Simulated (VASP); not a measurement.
A convergence study with VASP on MgB₂ (AlB2 type): one setting is varied, all else stays as given below, so the limit is that of these other settings. Each run relaxes cell and ions; the cell shown is the tightest run's result. The basis is that of the starting cell, so low cut-offs carry a Pulay error.

```
MgB2
1.0
    1.54038    -2.66802     0.00000
    1.54038     2.66802     0.00000
    0.00000     0.00000     3.50377
Mg B
1 2
Direct
  0.00000   0.00000   0.00000
  0.33333   0.66667   0.50000
  0.66667   0.33333   0.50000
```

These are PBE GGA, VASP's PBE PAW potentials (set 64) (plane waves; VASP 6.6.1) values and carry that method's errors. The tightest run used: 800 eV cut-off, 10×10×8 Γ-centred mesh, first-order Methfessel-Paxton smearing of 0.10 eV, potentials Mg B.

The reference is ENCUT = 800, which took about 50 core-seconds. Times come from single runs on busy shared machines, so they are rough: good to a factor of about 2.

Q: Of the settings ENCUT = 250; ENCUT = 300; ENCUT = 350; ENCUT = 400; ENCUT = 450; ENCUT = 500; ENCUT = 550; ENCUT = 600; ENCUT = 650; ENCUT = 700; ENCUT = 750; ENCUT = 800, which is the lowest that keeps the difference from the reference in relaxed volume (Å³/atom) within 0.05 from there on, and what does it cost?

A: ENCUT = 350; its cost over the reference is about 1/3.
```json
[
 {"setting": "ENCUT = 250", "difference in relaxed volume (Å³/atom)": "0.235", "cost over the reference": "about 1/4"},
 {"setting": "ENCUT = 300", "difference in relaxed volume (Å³/atom)": "0.091", "cost over the reference": "about 1/3"},
 {"setting": "ENCUT = 350", "difference in relaxed volume (Å³/atom)": "0.022", "cost over the reference": "about 1/3"},
 {"setting": "ENCUT = 400", "difference in relaxed volume (Å³/atom)": "0.002", "cost over the reference": "about 1/3"},
 {"setting": "ENCUT = 450", "difference in relaxed volume (Å³/atom)": "0.001", "cost over the reference": "within a factor of 2"},
 {"setting": "ENCUT = 500", "difference in relaxed volume (Å³/atom)": "0.001", "cost over the reference": "within a factor of 2"},
 {"setting": "ENCUT = 550", "difference in relaxed volume (Å³/atom)": "0.003", "cost over the reference": "within a factor of 2"},
 {"setting": "ENCUT = 600", "difference in relaxed volume (Å³/atom)": "0.003", "cost over the reference": "within a factor of 2"},
 {"setting": "ENCUT = 650", "difference in relaxed volume (Å³/atom)": "0.002", "cost over the reference": "within a factor of 2"},
 {"setting": "ENCUT = 700", "difference in relaxed volume (Å³/atom)": "0.001", "cost over the reference": "within a factor of 2"},
 {"setting": "ENCUT = 750", "difference in relaxed volume (Å³/atom)": "0.000", "cost over the reference": "within a factor of 2"},
 {"setting": "ENCUT = 800", "difference in relaxed volume (Å³/atom)": "0.000", "cost over the reference": "reference"}
]
```

Left out are rungs that failed or repeat a setting and relaxations that didn't move; long series are thinned to 24 rows.

The compound is MgB2 in the AlB2 type structure.
